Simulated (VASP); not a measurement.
Input:

```
CELL_PARAMETERS angstrom
      0.00000     2.01971     2.01971
      2.01971     0.00000     2.01971
      2.01971     2.01971     0.00000
ATOMIC_POSITIONS crystal
  Ag 0.00000 0.00000 0.00000
```

Computed with SCAN meta-GGA, VASP's PBE PAW potentials (set 64) (plane waves; VASP 6.6.1). Numerical set-up: 520 eV cut-off, 15×15×15 Γ-centred mesh, first-order Methfessel-Paxton smearing of 0.10 eV, potentials Ag.

**Question.** What does the run give for the energy per atom (σ→0), pressure, band gap (on the k-mesh) with the smallest direct gap where there is one?

**Answer.** 
| Quantity | Value |
|---|---|
| band gap (on the k-mesh) | none (metal, semimetal or under 0.01 eV) |
| energy per atom (σ→0) | -31.365 eV/atom |
| pressure | 3.78 GPa |

Only differences to runs with the same potentials and settings are physical.

The compound is Ag in the fcc structure. This cell is one point of a volume scan, at 0.97 of the reference volume.
